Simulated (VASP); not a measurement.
# AgRh (P-6m2) in VASP: further runs, part 2 of 2

VASP 6.6.1.

## Step 3: Single point, PBE

This run uses another cell than the first one, of 15.42 Å³/atom, 0.906 times its volume.

Input file INCAR:

```
SYSTEM = AgRh
ALGO = Normal ; EDIFF = 1E-7
ENCUT = 520 ; GGA = PE
ISIF = 2 ; ISMEAR = -1
LASPH = .TRUE. ; LCHARG = .TRUE.
LELF = .TRUE. ; LREAL = .FALSE.
LVHAR = .TRUE. ; LWAVE = .FALSE.
NBANDS = 20 ; NELM = 100
PREC = Accurate ; SIGMA = 0.1
```

Input file KPOINTS:

```
k-points
0
G
  10 10 5
  0 0 0
```

Input file POSCAR:

```
AgRh
1.0
    2.7400503982      0.0000000000      0.0000000000
   -1.3700202667      2.3729497985      0.0000000000
    0.0000000000      0.0000000000      4.7436109523
Ag Rh
1 1
Direct
    0.0000000000      0.0000000000      0.5000000000
    0.6666666667      0.3333333333      0.0000000000
```

Potentials or basis: VASP PAW PBE potentials, release 64 (Ag, Rh_pv).

Run with:

```
> cat potpaw_PBE.64/Ag/POTCAR potpaw_PBE.64/Rh_pv/POTCAR > POTCAR
> mpirun -np 1 vasp_std > vasp.out
```

OUTCAR:

```text
SYSTEM = AgRh
   EDIFF = 1E-7
   ENCUT = 520
   GGA = PE
   ISIF = 2
   ISMEAR = -1
   LASPH = .TRUE.
   LREAL = .FALSE.
   NELM = 100
   PREC = Accurate

 ion  position               nearest neighbor table
   1  0.000  0.000  0.500-   2 2.85   2 2.85   2 2.85   2 2.85   2 2.85   2 2.85
   2  0.667  0.333  0.000-   1 2.85   1 2.85   1 2.85   1 2.85   1 2.85   1 2.85

  LATTYP: Found a hexagonal cell.
 ALAT       =     2.7400503982
 C/A-ratio  =     1.7312130300

  Lattice vectors:

 A1 = (   2.7400503982,   0.0000000000,   0.0000000000)
 A2 = (  -1.3700202667,   2.3729497985,   0.0000000000)
 A3 = (   0.0000000000,   0.0000000000,   4.7436109523)

Analysis of symmetry for initial positions (statically):
=====================================================================
 Subroutine PRICEL returns:
 Original cell was already a primitive cell.

 Routine SETGRP: Setting up the symmetry group for a
 hexagonal supercell.

 Subroutine GETGRP returns: Found 12 space group operations
 (whereof 12 operations were pure point group operations)
 out of a pool of 24 trial point group operations.

The static configuration has the point symmetry D_3h.

Analysis of symmetry for dynamics (positions and initial velocities):
=====================================================================
 Subroutine PRICEL returns:
 Original cell was already a primitive cell.

 Routine SETGRP: Setting up the symmetry group for a
 hexagonal supercell.

 Subroutine GETGRP returns: Found 12 space group operations
 (whereof 12 operations were pure point group operations)
 out of a pool of 24 trial point group operations.

The dynamic configuration has the point symmetry D_3h.

 Subroutine INISYM returns: Found 12 space group operations
 (whereof 12 operations are pure point group operations),
 and found     1 'primitive' translations
[... 101 lines left out ...]
   ISIF   =      2    stress and relaxation
   ISYM   =      2    0-nonsym 1-usesym 2-fastsym
   POTIM  = 0.5000    time-step for ionic-motion
   TEBEG  =    0.0;   TEEND  =   0.0 temperature during run
   PSTRESS=    0.0 pullay stress
   NELECT =      26.0000    total number of electrons
   NUPDOWN=      -1.0000    fix difference up-down
   EMIN   =  10.00;   EMAX   =-10.00  energy-range for DOS
   EFERMI =   0.00;   METHOD = LEGACY
   ISMEAR =    -1;   SIGMA  =   0.10  broadening in eV -4-tet -1-fermi 0-gaus
   EFERMI_NEDOS =   21; number of points for ismear=-14 and -15
   IALGO  =     38    algorithm
   IMIX   =      4    mixing-type and parameters
     AMIX     =   0.40;   BMIX     =  1.00
     AMIX_MAG =   1.60;   BMIX_MAG =  1.00
  volume/ion in A,a.u.               =      15.42       104.07
  Fermi-wavevector in a.u.,A,eV,Ry     =   1.546490  2.922443 32.540136  2.391633
  Thomas-Fermi vector in A             =   2.651719
   LORBIT       =      0    0 simple, 1 ext, 2 COOP (PROOUT), +10 PAW based schemes
   GGA     = PE    functional components
   LHFCALC =     F    Hartree Fock is set to
   AEXX    =    0.0000 exact exchange contribution
   IVDW    =     0    specifies the selected vdW correction
   LEPSILON=     F    determine dielectric tensor
   LRPA    =     F    only Hartree local field effects (RPA)
 non-spin polarized calculation
  energy-cutoff  :      520.00
  volume of cell :       30.84
 maximum number of plane-waves:       845
   NGX = 11   NGY = 11   NGZ = 17

 number of electron      26.0000007 magnetization

 Free energy of the ion-electron system (eV)
  ---------------------------------------------------
  ext. energy  EPLUGINS =         0.00000000
  ---------------------------------------------------
  free energy    TOTEN  =        -9.47163023 eV

  energy without entropy =       -9.37463387  energy(sigma->0) =       -9.42313205

 E-fermi :   9.5279     XC(G=0): -13.0400

 val. band max:        9.4894565341   @ k =   0.2000   0.0000   0.2000
 cond. band min:       9.5329713501   @ k =   0.1000   0.0000   0.4000
 fundamental gap:      0.0435148160
 Fermi energy:         9.5279423129

 k-point     1 :       0.0000    0.0000    0.0000
  band No.  band energies     occupation
      1     -36.2070      2.00000
      2     -36.1963      2.00000
      3     -36.1962      2.00000
      4       2.0002      2.00000
      5       3.4614      2.00000
      6       5.0135      2.00000
[... 541 lines left out ...]
     19      22.4055      0.00000
     20      24.0619      0.00000

 [... further k-points ...]
[... 5 lines left out ...]
  --------------------------------------------------------------------------------------
  -------------------------------------------------------------------------------------
  Total        1.0178793      1.0178763      0.6029592      0.0000021      0.0000000     -0.0000000
  in kB       52.8750366     52.8748826     31.3214852      0.0001099      0.0000000     -0.0000000
  external PRESSURE =      45.6904681 kB  Pullay stress =       0.0000000 kB

 VOLUME and BASIS-vectors are now :
 -----------------------------------------------------------------------------
  energy-cutoff  :      520.00
  volume of cell :       30.84
      direct lattice vectors                 reciprocal lattice vectors
     2.740050398  0.000000000  0.000000000     0.364956791  0.210707450  0.000000000
    -1.370020267  2.372949799  0.000000000     0.000000000  0.421416416  0.000000000
     0.000000000  0.000000000  4.743610952     0.000000000  0.000000000  0.210809868

 POSITION                                       TOTAL-FORCE (eV/Angst)
 -----------------------------------------------------------------------------------
      0.00000      0.00000      2.37181         0.000000     -0.000000      0.000000
      1.37003      0.79098      0.00000        -0.000000      0.000000      0.000000
 -----------------------------------------------------------------------------------
    total drift:                               -0.000003     -0.000003     -0.000000

  FREE ENERGIE OF THE ION-ELECTRON SYSTEM (eV)
  ---------------------------------------------------
  free  energy   TOTEN  =        -9.4716302318 eV

  energy  without entropy=       -9.3746338741  energy(sigma->0) =       -9.42313205
```

Wall time 18 s (1 thread of Intel Xeon Platinum 8488C (Sapphire Rapids), shared host); peak memory 0.16 GiB.

Results:

* Free energy: -9.4716 eV
* Pressure: 4.6 GPa
* Band gap on the k mesh: none (metal or under the smearing width)

Levels at points of the mesh, in eV from the Fermi level:
| k point | band 9 | band 10 | band 11 | band 12 | band 13 | band 14 | band 15 | band 16 | band 17 | band 18 |
| --- | --- | --- | --- | --- | --- | --- | --- | --- | --- | --- |
| (0.00, 0.00, 0.00) | -3.26 | -3.26 | -1.95 | -1.95 | 0.02 | 0.10 | 0.10 | 5.56 | 16.65 | 17.30 |
| (0.50, 0.00, 0.00) | -2.88 | -2.30 | -1.77 | -0.13 | 1.15 | 1.85 | 4.10 | 8.62 | 8.82 | 12.05 |

## Step 4: Single point, PBE

This run uses another cell than the first one, of 16.39 Å³/atom, 0.962 times its volume.

Input file INCAR:

```
PREC = Accurate ; ENCUT = 520
EDIFF = 1E-7 ; ISMEAR = -1
SIGMA = 0.1 ; LREAL = F
LASPH = T ; NELM = 80
ALGO = Normal ; ISIF = 2
LWAVE = F ; LCHARG = F
GGA = PE ; NBANDS = 20
```

Input file KPOINTS:

```
regular mesh
0
Gamma
  10 10 5
```

Input file POSCAR:

```
AgRh
1.0
    2.7959851718      0.0000000000      0.0000000000
   -1.3979875528      2.4213906629      0.0000000000
    0.0000000000      0.0000000000      4.8404459612
Ag Rh
1 1
Direct
    0.0000000000      0.0000000000      0.5000000000
    0.6666666667      0.3333333333      0.0000000000
```

Run with:

```
> cat potpaw_PBE.64/Ag/POTCAR potpaw_PBE.64/Rh_pv/POTCAR > POTCAR
> mpirun -np 1 vasp_std > vasp.out
```

It took 16 s on 1 thread of Intel Xeon Platinum 8488C (Sapphire Rapids), shared host; peak memory 0.17 GiB.

It converged, with:

| Item | Value |
| --- | --- |
| Free energy | -9.4682 eV |
| Pressure | -4.7 GPa |
| Band gap on the k mesh | none (metal or under the smearing width) |

Stress tensor (GPa, compression positive):
```
-4.57  0.00  0.00
 0.00 -4.57  0.00
 0.00  0.00 -5.07
```

Levels at points of the mesh, in eV from the Fermi level:
| k point | band 10 | band 11 | band 12 | band 13 | band 14 | band 15 | band 16 | band 17 |
| --- | --- | --- | --- | --- | --- | --- | --- | --- |
| (0.00, 0.00, 0.00) | -3.14 | -1.78 | -1.78 | 0.09 | 0.09 | 0.17 | 5.14 | 16.53 |
| (0.50, 0.00, 0.00) | -2.29 | -1.58 | -0.14 | 1.03 | 1.76 | 3.87 | 8.23 | 8.51 |

## Step 5: Single point, PBE

This run uses another cell than the first one, of 16.06 Å³/atom, 0.943 times its volume.

Input file INCAR:

```
SYSTEM = AgRh
  PREC = Accurate
  ENCUT = 520
  EDIFF = 1E-6
  ISMEAR = -1
  SIGMA = 0.1
  LREAL = .FALSE.
  LASPH = .TRUE.
  NELM = 60
  ALGO = Normal
  ISIF = 2
  LWAVE = .FALSE.
  LCHARG = .FALSE.
  GGA = PE
  NBANDS = 20
```

Input file KPOINTS:

```
Automatic mesh
0
G
  10 10 5
  0 0 0
```

Input file POSCAR:

```
AgRh
1.0
    2.7775900000      0.0000000000      0.0000000000
   -1.3887900000      2.4054600000      0.0000000000
    0.0000000000      0.0000000000      4.8086000000
Ag Rh
1 1
Direct
    0.0000000000      0.0000000000      0.5000000000
    0.6666666667      0.3333333333      0.0000000000
```

Potentials or basis: VASP PAW PBE potentials, release 64 (Ag, Rh_pv).

Run with:

```
> cat potpaw_PBE.64/Ag/POTCAR potpaw_PBE.64/Rh_pv/POTCAR > POTCAR
> mpirun -np 1 vasp_std > vasp.out
```

OUTCAR:

```text
SYSTEM = AgRh
   PREC = Accurate
   ENCUT = 520
   EDIFF = 1E-6
   ISMEAR = -1
   LREAL = .FALSE.
   LASPH = .TRUE.
   NELM = 60
   ISIF = 2
   GGA = PE

 ion  position               nearest neighbor table
   1  0.000  0.000  0.500-   2 2.89   2 2.89   2 2.89   2 2.89   2 2.89   2 2.89
   2  0.667  0.333  0.000-   1 2.89   1 2.89   1 2.89   1 2.89   1 2.89   1 2.89

  LATTYP: Found a hexagonal cell.
 ALAT       =     2.7775900000
 C/A-ratio  =     1.7312130300

  Lattice vectors:
[... 189 lines left out ...]
      1     -36.7794      2.00000
      2     -36.7794      2.00000
      3     -36.7549      2.00000
      4       1.6738      2.00000
      5       3.1013      2.00000
      6       4.5509      2.00000
[... 541 lines left out ...]
     19      21.4347      0.00000
     20      23.1104      0.00000

 [... further k-points ...]
[... 5 lines left out ...]
  --------------------------------------------------------------------------------------
  -------------------------------------------------------------------------------------
  Total       -0.3458497     -0.3458487     -0.5443083     -0.0000007      0.0000000      0.0000000
  in kB      -17.2469784    -17.2469282    -27.1437998     -0.0000358      0.0000000      0.0000000
  external PRESSURE =     -20.5459021 kB  Pullay stress =       0.0000000 kB

 VOLUME and BASIS-vectors are now :
 -----------------------------------------------------------------------------
  energy-cutoff  :      520.00
  volume of cell :       32.13
      direct lattice vectors                 reciprocal lattice vectors
     2.777590000  0.000000000  0.000000000     0.360024338  0.207859702  0.000000000
    -1.388790000  2.405460000  0.000000000     0.000000000  0.415720902  0.000000000
     0.000000000  0.000000000  4.808600000     0.000000000  0.000000000  0.207960737

 POSITION                                       TOTAL-FORCE (eV/Angst)
 -----------------------------------------------------------------------------------
      0.00000      0.00000      2.40430         0.000000      0.000000      0.000000
      1.38880      0.80182      0.00000        -0.000000      0.000000      0.000000
 -----------------------------------------------------------------------------------
    total drift:                               -0.000003     -0.000002      0.000000

  FREE ENERGIE OF THE ION-ELECTRON SYSTEM (eV)
  ---------------------------------------------------
  free  energy   TOTEN  =        -9.4815204435 eV

  energy  without entropy=       -9.3810739427  energy(sigma->0) =       -9.43129719
```

OSZICAR:

```text
N       E                     dE             d eps       ncg     rms          rms(c)
DAV:   1     0.215831648505E+03    0.21583E+03   -0.15672E+04  1680   0.140E+03
DAV:   2    -0.587576848156E+01   -0.22171E+03   -0.21521E+03  1740   0.374E+02
DAV:   3    -0.102076641613E+02   -0.43319E+01   -0.43060E+01  1896   0.590E+01
DAV:   4    -0.102316364607E+02   -0.23972E-01   -0.23970E-01  1852   0.436E+00
DAV:   5    -0.102319782255E+02   -0.34176E-03   -0.34176E-03  1900   0.546E-01    0.919E+00
DAV:   6    -0.956380163549E+01    0.66818E+00   -0.31007E+00  1776   0.205E+01    0.651E+00
DAV:   7    -0.951763441763E+01    0.46167E-01   -0.88627E-01  1744   0.894E+00    0.283E+00
DAV:   8    -0.948646478710E+01    0.31170E-01   -0.22203E-01  1760   0.478E+00    0.188E+00
DAV:   9    -0.948160616128E+01    0.48586E-02   -0.14944E-02  1912   0.119E+00    0.121E-01
DAV:  10    -0.948153116467E+01    0.74997E-04   -0.85727E-04  1768   0.188E-01    0.514E-02
DAV:  11    -0.948151992272E+01    0.11242E-04   -0.89716E-05  1892   0.892E-02    0.122E-02
DAV:  12    -0.948152044351E+01   -0.52079E-06   -0.42838E-06  1808   0.175E-02
   1 F= -.94815204E+01 E0= -.94312972E+01  d E =-.100447E+00
```

stdout:

```text
POSCAR found type information on POSCAR AgRh
 POSCAR found :  2 types and       2 ions
 scaLAPACK will be used
 LDA part: xc-table for (Slater+PW92), standard interpolation
 POSCAR, INCAR and KPOINTS ok, starting setup
 FFT: planning ... GRIDC
 FFT: planning ... GRID_SOFT
 FFT: planning ... GRID
 WAVECAR not read
 entering main loop
```

It took 16 s on 1 thread of Intel Xeon Platinum 8488C (Sapphire Rapids), shared host; peak memory 0.16 GiB.

What came out:

| Quantity | Value |
| --- | --- |
| Free energy | -9.4815 eV |
| Pressure | -2.1 GPa |
| Band gap on the k mesh | none (metal or under the smearing width) |

Stress tensor (GPa, compression positive):
```
-1.72  0.00  0.00
 0.00 -1.72  0.00
 0.00  0.00 -2.71
```

Levels at points of the mesh, in eV from the Fermi level:
```csv
k point,band 11,band 12,band 13,band 14,band 15,band 16
"(0.00, 0.00, 0.00)",-1.83,-1.83,0.09,0.09,0.12,5.28
"(0.50, 0.00, 0.00)",-1.64,-0.14,1.07,1.79,3.95,8.35
```

## Step 6: Overview

| cell | gap on the mesh (eV) | pressure (GPa) |
| --- | --- | --- |
| P-6m2, 17.03 Å³/atom | none | -9.2 |
| P-6m2, 15.42 Å³/atom | none | 4.6 |
| P-6m2, 16.39 Å³/atom | none | -4.7 |
| P-6m2, 16.06 Å³/atom | none | -2.1 |

Alike in all rows: task single point; level PBE; potentials or basis VASP PAW PBE potentials, release 64 (Ag, Rh_pv); no spin polarisation; k mesh 10 × 10 × 5; cutoff (eV) 520; smearing fermi-dirac 0.1 eV.

Every run on the cell as given and a fine mesh finds a metal.

Total energies depend on the potentials used, so only differences within one code and one set of settings carry meaning.
